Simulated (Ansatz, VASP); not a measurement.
# Cross-check of Al2O3 (Al2O3 (R-3c)) between VASP and Ansatz

Wanted: the spread between two codes on one cell, functional and k mesh. The cell is taken from a series of runs on this material, whose earlier steps may have relaxed, scaled, displaced or heated it; both programs get it as it stands.

Main program and level: Ansatz 0.2.0; plane waves, with VASP 6.6.1 beside it; relaxation of cell and atoms at r2SCAN.

### 1. Set-up

The structure is trigonal, space group R-3c (No. 167). The conventional cell has a = 4.805 Å, b = 4.805 Å, c = 13.116 Å, α = 90.00°, β = 90.00°, γ = 120.00°. Nearest to Al lie 6 O at 1.87 to 1.99 Å. O has 4 Al at 1.87 to 1.99 Å nearest. Farther neighbours and most contacts between anions are not listed.

Structure file:

```xyz
10
Lattice="2.4025 1.3871 4.3721 -2.4025 1.3871 4.3721 0.0000 -2.7742 4.3721" Properties=species:S:1:pos:R:3 pbc="T T T"
Al    0.0000    0.0000    8.4981
Al    0.0000    0.0000   11.1763
Al    0.0000    0.0000    1.9399
Al    0.0000    0.0000    4.6182
O     0.9315   -1.3871    5.4651
O     1.6670    0.1131    7.6511
O    -1.6670   -0.1131    5.4651
O     0.7355    1.5002    5.4651
O    -0.7355   -1.5002    7.6511
O    -0.9315    1.3871    7.6511
```

### 2. VASP: relaxation of cell and atoms, r2SCAN

The relaxed volume is the usual yardstick between codes: in a stiff, nearly cubic crystal its relative difference is about their pressure difference at one cell divided by the bulk modulus.

Lines of VASP's logs that name or quote its potential files are left out, and so is its time.

Contents of INCAR:

```
SYSTEM = Al2O3
PREC = Accurate
ENCUT = 660
EDIFF = 1E-07
NELM = 120
ISMEAR = 0
SIGMA = 0.01
LREAL = .FALSE.
ALGO = Normal
METAGGA = R2SCAN
LASPH = .TRUE.
NBANDS = 34
LORBIT = 11
LWAVE = .FALSE.
LCHARG = .FALSE.
ISIF = 3
IBRION = 2
NSW = 80
EDIFFG = -0.005
GGA_COMPAT = .FALSE.
NELMIN = 4
EFERMI = MIDGAP
LMIXTAU = .TRUE.
KPAR = 2
```

Contents of POSCAR:

```
Al2O3
1.0
    2.4025140000      1.3870920000      4.3720840000
   -2.4025140000      1.3870920000      4.3720840000
    0.0000000000     -2.7741840000      4.3720840000
Al O
4 6
Direct
    0.6479040659      0.6479040659      0.6479040659
    0.8520960866      0.8520960866      0.8520960866
    0.1479039896      0.1479039896      0.1479039896
    0.3520960104      0.3520960104      0.3520960104
    0.4438544375      0.0561455625      0.7500000000
    0.9438545356      0.2500000981      0.5561455951
    0.0561456169      0.7500000544      0.4438545574
    0.7500000218      0.4438544593      0.0561455188
    0.2500000544      0.5561456169      0.9438545574
    0.5561456388      0.9438545137      0.2500000762
```

Contents of KPOINTS:

```
Automatic mesh
0
Gamma
7 7 7
0 0 0
```

The projector-augmented-wave data sets are Al and O (PBE family, release 64).

Started as:

```
mpirun -np 2 vasp_std
```

Numbers of over 12 decimals in the logs are rounded to 6 here.

Output:

```text
[banner, memory and clock lines left out]
running    2 mpi-ranks, on    1 nodes
 distrk:  each k-point on    1 cores,    2 groups
 distr:  one band on    1 cores,    1 groups

 POSCAR found type information on POSCAR AlO
 POSCAR found :  2 types and      10 ions
|                                                                             |
|               ----> ADVICE to this user running VASP <----                  |
|                                                                             |
|     You enforced a specific xc type in the INCAR file but a different       |
|     [... a line on the potential file left out ...]
|     I HOPE YOU KNOW WHAT YOU ARE DOING!                                     |
|                                                                             |

 LDA part: xc-table for (None), standard interpolation
 POSCAR, INCAR and KPOINTS ok, starting setup
 FFT: planning ... GRIDC
 FFT: planning ... GRID_SOFT
 FFT: planning ... GRID
 WAVECAR not read
 entering main loop
       N       E                     dE             d eps       ncg     rms          rms(c)
DAV:   1     0.248170231491E+03    0.24817E+03   -0.29975E+04  2992   0.167E+03
DAV:   2    -0.101355177574E+03   -0.34953E+03   -0.33639E+03  3828   0.328E+02
DAV:   3    -0.117652140476E+03   -0.16297E+02   -0.16234E+02  3826   0.716E+01
DAV:   4    -0.117790855867E+03   -0.13872E+00   -0.13863E+00  3720   0.753E+00
DAV:   5    -0.117792596417E+03   -0.17405E-02   -0.17402E-02  3806   0.853E-01    0.174E+01
DAV:   6    -0.982340607729E+02    0.19559E+02   -0.18908E+01  3628   0.216E+01    0.716E+00
DAV:   7    -0.950984521982E+02    0.31356E+01   -0.20761E+00  3386   0.107E+01    0.380E+00
DAV:   8    -0.103405525177E+03   -0.83071E+01   -0.20166E+00  3174   0.897E+00    0.192E+00
DAV:   9    -0.954038788132E+02    0.80016E+01   -0.15361E+00  3042   0.777E+00    0.647E-01
DAV:  10    -0.959843200561E+02   -0.58044E+00   -0.13323E-01  3208   0.292E+00    0.570E-01
DAV:  11    -0.960038102909E+02   -0.19490E-01   -0.16190E-03  3812   0.250E-01    0.528E-01
DAV:  12    -0.961224169185E+02   -0.11861E+00   -0.96311E-03  3116   0.869E-01    0.309E-01
DAV:  13    -0.962503356175E+02   -0.12792E+00   -0.46916E-02  3040   0.188E+00    0.917E-02
DAV:  14    -0.962505018831E+02   -0.16627E-03   -0.12041E-03  3872   0.210E-01    0.727E-02
[...]
DAV:  23    -0.962505948415E+02    0.26212E-04   -0.83051E-05  3572   0.510E-02    0.521E-02
DAV:  24    -0.962505975808E+02   -0.27392E-05   -0.10303E-05  3840   0.178E-02    0.338E-02
DAV:  25    -0.962506031187E+02   -0.55379E-05   -0.31341E-06  3392   0.105E-02    0.190E-02
DAV:  26    -0.962506092890E+02   -0.61703E-05   -0.42693E-06  3672   0.117E-02    0.622E-03
DAV:  27    -0.962506112472E+02   -0.19582E-05   -0.37304E-07  3264   0.358E-03    0.274E-03
DAV:  28    -0.962506117748E+02   -0.52756E-06   -0.20270E-07  1882   0.277E-03    0.823E-04
DAV:  29    -0.962506119380E+02   -0.16324E-06   -0.29986E-08  1654   0.116E-03    0.314E-04
DAV:  30    -0.962506119148E+02    0.23233E-07   -0.87379E-09  1628   0.561E-04
   1 F= -.96250612E+02 E0= -.96250612E+02  d E =-.962506E+02
[... from here on, the cycles between the ionic steps are left out ...]
   2 F= -.96254874E+02 E0= -.96254874E+02  d E =-.426246E-02
   3 F= -.96320605E+02 E0= -.96320605E+02  d E =-.699932E-01
   4 F= -.96320572E+02 E0= -.96320572E+02  d E =-.699599E-01
   5 F= -.96320900E+02 E0= -.96320900E+02  d E =-.328550E-03
   6 F= -.96320900E+02 E0= -.96320900E+02  d E =-.328636E-03
   7 F= -.96320960E+02 E0= -.96320960E+02  d E =-.595877E-04
   8 F= -.96320959E+02 E0= -.96320959E+02  d E =-.589797E-04
   9 F= -.96320957E+02 E0= -.96320957E+02  d E =-.566094E-04
 curvature:  -0.37 expect dE=-0.733E-05 dE for cont linesearch -0.894E-10
 trial: gam= 0.19558 g(F)=  0.210E-05 g(S)=  0.178E-04 ort =-0.159E-06 (trialstep = 0.863E+00)
 search vector abs. value=  0.238E-04
 bond charge predicted
       N       E                     dE             d eps       ncg     rms          rms(c)
DAV:   1    -0.963209794896E+02   -0.22355E-04   -0.89922E-04  3124   0.198E-01    0.278E-02
DAV:   2    -0.963209635396E+02    0.15950E-04   -0.24175E-05  3862   0.310E-02    0.122E-02
DAV:   3    -0.963209601097E+02    0.34300E-05   -0.47610E-06  3480   0.141E-02    0.427E-03
DAV:   4    -0.963209607957E+02   -0.68605E-06   -0.14488E-06  3264   0.986E-03    0.137E-03
DAV:   5    -0.963209600054E+02    0.79035E-06   -0.10053E-06  3114   0.980E-03    0.502E-04
DAV:   6    -0.963209597306E+02    0.27476E-06   -0.23710E-07  2092   0.487E-03    0.287E-04
DAV:   7    -0.963209596339E+02    0.96724E-07   -0.16573E-08  1636   0.101E-03
  10 F= -.96320960E+02 E0= -.96320960E+02  d E =-.256609E-05
 trial-energy change:   -0.000003  1 .order   -0.000009   -0.000017   -0.000001
 step:   0.8932(harm=  0.8932)  dis= 0.00023  next Energy=   -96.320966 (dE=-0.886E-05)
 reached required accuracy - stopping structural energy minimisation
```

Parts of OUTCAR (step 2):

```text
ion  position               nearest neighbor table
   1  0.648  0.648  0.648-  10 1.87   6 1.87   9 1.87   8 1.99   5 1.99   7 1.99   2 2.68   4 2.82
                             4 2.82   4 2.82   2 3.25   2 3.25   2 3.25
   2  0.852  0.852  0.852-  10 1.87   9 1.87   6 1.87   7 1.99   8 1.99   5 1.99   1 2.68   3 2.82
                             3 2.82   3 2.82   1 3.25   1 3.25   1 3.25
   3  0.148  0.148  0.148-   7 1.87   5 1.87   8 1.87   9 1.99   6 1.99  10 1.99   4 2.68   2 2.82
                             2 2.82   2 2.82   4 3.25   4 3.25   4 3.25
   4  0.352  0.352  0.352-   5 1.87   8 1.87   7 1.87   6 1.99   9 1.99  10 1.99   3 2.68   1 2.82
                             1 2.82   1 2.82   3 3.25   3 3.25   3 3.25
   5  0.444  0.056  0.750-   3 1.87   4 1.87   1 1.99   2 1.99
   6  0.944  0.250  0.556-   1 1.87   2 1.87   4 1.99   3 1.99
   7  0.056  0.750  0.444-   3 1.87   4 1.87   1 1.99   2 1.99
   8  0.750  0.444  0.056-   3 1.87   4 1.87   1 1.99   2 1.99
   9  0.250  0.556  0.944-   2 1.87   1 1.87   4 1.99   3 1.99
  10  0.556  0.944  0.250-   2 1.87   1 1.87   4 1.99   3 1.99

  LATTYP: Found a trigonal (rhomboedric) cell.
 ALAT       =     5.1779548318
 COS(alpha) =     0.5694284460

 Subroutine GETGRP returns: Found 12 space group operations
 (whereof  6 operations were pure point group operations)

The static configuration has the point symmetry S_6 .
 The point group associated with its full space group is D_3d.

 Found     44 irreducible k-points:

   k-points           NKPTS =     44   k-points in BZ     NKDIM =     44   number of bands    NBANDS=     34

   dimension x,y,z NGX =    48 NGY =   48 NGZ =   48
   dimension x,y,z NGXF=    96 NGYF=   96 NGZF=   96

   ENCUT  =  660.0 eV  48.51 Ry    6.96 a.u.  10.85 10.85 10.85*2*pi/ulx,y,z

   NELECT =      48.0000    total number of electrons

 k-points in reciprocal lattice and weights: Automatic mesh
   0.00000000  0.00000000  0.00000000       0.003
   0.14285714 -0.00000000  0.00000000       0.017
   0.28571429  0.00000000  0.00000000       0.017
   0.42857143  0.00000000  0.00000000       0.017
   0.14285714  0.14285714  0.00000000       0.017
   0.28571429  0.14285714 -0.00000000       0.035
   0.42857143  0.14285714  0.00000000       0.035
  -0.42857143  0.14285714 -0.00000000       0.035
  -0.28571429  0.14285714 -0.00000000       0.035
[...]
0.42857143  0.42857143  0.42857143       0.006
  -0.42857143  0.42857143  0.42857143       0.017

 average (electrostatic) potential at core
       1 -74.3963       2 -74.3963       3 -74.3963       4 -74.3963       5 -70.7453
       6 -70.7453       7 -70.7453       8 -70.7453       9 -70.7453      10 -70.7453

 E-fermi :   9.3738

 k-point     1 :       0.0000    0.0000    0.0000
  band No.  band energies     occupation
    ...
     20       5.2472      2.00000
     21       5.2472      2.00000
     22       5.7234      2.00000
     23       5.7234      2.00000
     24       5.7712      2.00000
     25      12.9764      0.00000
     26      15.9182      0.00000
     27      17.7772      0.00000
     28      18.3972      0.00000
     29      18.3972      0.00000
    ...

 k-point     2 :       0.1429   -0.0000    0.0000
  band No.  band energies     occupation
    ...
     20       5.0079      2.00000
     21       5.0891      2.00000
     22       5.4582      2.00000
     23       5.6948      2.00000
     24       5.7280      2.00000
     25      13.4495      0.00000
     26      16.3103      0.00000
     27      17.3484      0.00000
     28      18.1122      0.00000
     29      18.1959      0.00000
    ...

 k-point     3 :       0.2857    0.0000    0.0000
  band No.  band energies     occupation
    ...
     20       4.3558      2.00000
     21       4.9408      2.00000
     22       5.2636      2.00000
     23       5.5708      2.00000
     24       5.6147      2.00000
     25      14.5332      0.00000
     26      16.8410      0.00000
     27      17.1045      0.00000
     28      17.4310      0.00000
     29      17.7082      0.00000
    ...

  Total        0.0027613      0.0027613     -0.0021107      0.0000000      0.0000000     -0.0000000
  in kB        0.0522511      0.0522510     -0.0399403      0.0000000      0.0000000     -0.0000000
  external PRESSURE =       0.0215206 kB  Pullay stress =       0.0000000 kB

  energy-cutoff  :      660.00
  volume of cell :       84.67
      direct lattice vectors                 reciprocal lattice vectors
     2.376870163  1.372286527  4.326453085     0.210360670  0.121451798  0.077045406
    -2.376870163  1.372286527  4.326453085    -0.210360670  0.121451798  0.077045406
     0.000000000 -2.744573054  4.326453085     0.000000000 -0.242903597  0.077045406

 POSITION                                       TOTAL-FORCE (eV/Angst)
 -----------------------------------------------------------------------------------
      0.00000      0.00000      8.41282        -0.000000      0.000000      0.001337
      0.00000      0.00000     11.05623        -0.000000      0.000000     -0.001337
      0.00000      0.00000      1.92313        -0.000000      0.000000      0.001337
      0.00000      0.00000      4.56654        -0.000000      0.000000     -0.001337
      0.92094     -1.37229      5.40807        -0.000429      0.000000     -0.000000
      1.64890      0.11141      7.57129        -0.000215     -0.000372     -0.000000
     -1.64890     -0.11141      5.40807         0.000215      0.000372     -0.000000
      0.72797      1.48370      5.40807         0.000215     -0.000372     -0.000000
     -0.72797     -1.48370      7.57129        -0.000215      0.000372      0.000000
     -0.92094      1.37229      7.57129         0.000429      0.000000     -0.000000
 -----------------------------------------------------------------------------------
    total drift:                               -0.000217      0.000020      0.000506

  FREE ENERGIE OF THE ION-ELECTRON SYSTEM (eV)
  ---------------------------------------------------
  free  energy   TOTEN  =       -96.3209596339 eV

  energy  without entropy=      -96.3209596339  energy(sigma->0) =      -96.32095963

 reached required accuracy - stopping structural energy minimisation

 total charge
# of ion       s       p       d       tot
------------------------------------------
    1        0.304   0.404   0.000   0.708
    2        0.304   0.404   0.000   0.708
    3        0.304   0.404   0.000   0.708
    4        0.304   0.404   0.000   0.708
    5        1.549   3.682   0.000   5.230
    6        1.549   3.682   0.000   5.230
    7        1.549   3.682   0.000   5.230
    8        1.549   3.682   0.000   5.230
    9        1.549   3.682   0.000   5.230
   10        1.549   3.682   0.000   5.230
--------------------------------------------------
tot         10.507  23.706   0.000  34.213

[... 3 further parts left out ...]
```

CONTCAR:

```
Al2O3
   1.00000000000000
     2.3768701626976725    1.3722865269792615    4.3264530853575121
    -2.3768701626976725    1.3722865269792615    4.3264530853575121
     0.0000000000000000   -2.7445730539585229    4.3264530853575121
  Al              O
     4     6
Direct
     0.6481687894769889    0.6481687894769889    0.6481687894769889
     0.8518313630230113    0.8518313630230113    0.8518313630230113
     0.1481687131769915    0.1481687131769915    0.1481687131769915
     0.3518312868230085    0.3518312868230085    0.3518312868230085
     0.4437289578436373    0.0562710421563628    0.7500000000000000
     0.9437290559438736    0.2500000981002364    0.5562710747558948
     0.0562710965561265    0.7500000543997637    0.4437290777441056
     0.7500000218002320    0.4437289796438692    0.0562709984558972
     0.2500000543997637    0.5562710965561266    0.9437290777441054
     0.5562711184563602    0.9437290340436399    0.2500000762000028
```

(Continued in part 2 of 2.)

[Lines on the potential files, build, host, timing and source positions are cut from VASP's logs without a mark.]

[Logs are printed without paths, hosts, clocks, repeated set-up lines and the standing remarks that a program may print on its own settings, such as how far it seeks lower states.]

[Hosts, paths, dates, database ids (printed as entryN), source tags and the programs' standing remarks are cut or masked in the printed files.]
